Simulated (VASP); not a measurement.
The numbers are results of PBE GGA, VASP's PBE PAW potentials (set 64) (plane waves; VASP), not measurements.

VASP ran on this input.

INCAR:
```
ALGO  =  Normal
EDIFF  =  1E-6
ENCUT  =  300
GGA  =  PE
ISIF  =  2
ISMEAR  =  -1
LASPH  =  .TRUE.
LCHARG  =  .FALSE.
LMAXMIX  =  4
LREAL  =  .FALSE.
LWAVE  =  .FALSE.
NELM  =  100
PREC  =  Accurate
SIGMA  =  0.1
SYSTEM  =  CoSn
```

### KPOINTS
```
Automatic mesh
0
Gamma
6 6 7
0 0 0
```

### POSCAR
```
CoSn
1
    5.1426620000     0.0000000000     0.0000000000
   -2.5713310000     4.4536760000     0.0000000000
    0.0000000000     0.0000000000     4.1050690000
Co Sn
3 3
Direct
  0.0000000000   0.5000000000   0.0000000000
  0.5000000000   0.0000000000   0.0000000000
  0.5000000000   0.5000000000   0.0000000000
  0.6666670000   0.3333330000   0.5000000000
  0.3333330000   0.6666670000   0.5000000000
  0.0000000000   0.0000000000   0.0000000000
```

POTCAR, in this order: Co Sn_d (PBE.64 set). Program: vasp_std.

Task: What will the output report for the number of irreducible k-points (NKPTS), largest plane-wave count, number of space-group operations, FFT grid (NGX, NGY, NGZ)?

Result: 
The number of irreducible k-points (NKPTS) comes out as 28. The largest plane-wave count is 1134 and the number of space-group operations comes out as 24. The FFT grid (NGX, NGY, NGZ) is 30 × 30 × 24.

The structure comes from a computed database's CoSn entry; how it stands against other phases isn't given here. The cell was not relaxed at this level, and its volume differs by -5.9 % from the start's. The run is not spin-polarised, so no magnetic state was tried. The electron count is odd and the run is not spin-polarised, which forces a metal.
